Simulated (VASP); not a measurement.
Wanted: the native input for a VASP 6.6.1 run.

* Task: relaxation of cell and atoms
* Functional: PBE
* Potentials or basis: VASP PAW PBE potentials, release 64 (Ga_d, Sn_d, O)
* Cutoff: 520 eV
* k mesh: 4 × 4 × 3
* Occupations: gaussian, width 0.15 eV
* Spin: no spin polarisation
* Further INCAR settings: PREC = Normal; ALGO = Fast; EDIFF = 0.0001; IBRION = 2; EDIFFG = -0.08; NSW = 24; ISIF = 3

The structure of Ga2SnO lies in POSCAR:

```
Ga2SnO
1.0
    4.0614918800      0.0000000000      0.0000000000
   -2.0307459400      3.5173551500      0.0000000000
    0.0000000000      0.0000000000      5.4496309300
Ga Sn O
2 1 1
Direct
    0.3333333300      0.6666666700      0.5000000000
    0.6666666700      0.3333333300      0.5000000000
    0.0000000000      0.0000000000      0.0000000000
    0.0000000000      0.0000000000      0.5000000000
```

The cell was built by a generator and needn't be a form met in nature.

The input as run:

INCAR

```
PREC     = Normal         # precision mode
ENCUT    = 520            # plane-wave cutoff, eV
EDIFF    = 1E-4           # SCF threshold, eV
ISMEAR   = 0              # smearing method
SIGMA    = 0.15           # smearing width, eV
LREAL    = F              # projectors in reciprocal space
LASPH    = T              # aspherical terms in the spheres
NELM     = 60             # most SCF steps
ALGO     = Fast           # electronic algorithm
ISIF     = 3              # what is computed and relaxed
LWAVE    = F              # write WAVECAR
LCHARG   = F              # write CHGCAR
GGA      = PE             # functional
IBRION   = 2              # ionic algorithm
NSW      = 24             # ionic steps
EDIFFG   = -0.08          # ionic threshold
```

KPOINTS

```
Automatic mesh
0
Gamma
  4 4 3
```

Potentials or basis: VASP PAW PBE potentials, release 64 (Ga_d, Sn_d, O).

Command:

```bash
$ cat potpaw_PBE.64/Ga_d/POTCAR potpaw_PBE.64/Sn_d/POTCAR potpaw_PBE.64/O/POTCAR > POTCAR
$ mpirun -np 1 vasp_std > vasp.out
```

Results of the run:

```
Relaxed volume                         : 21.57 Å³/atom
Relaxed cell                           : a = 4.692 Å, b = 4.692 Å, c = 4.525 Å, α = 90.00°, β = 90.00°, γ = 120.00°
Space group after relaxing (to 0.05 Å) : P6/mmm (No. 191)
Energy gained by relaxing              : 286.0 meV/atom
Ionic steps                            : 16
Pressure after relaxing                : 0.1 GPa
Band gap on the k mesh                 : none (metal or under the smearing width)
```

Caveat: the k mesh is coarse (spacing up to 0.45 Å⁻¹), so the values aren't converged.

Run time: 86 s on 1 thread of Intel(R) Xeon(R) Platinum 8488C (Sapphire Rapids), with other jobs on the host, peak memory 0.15 GiB.
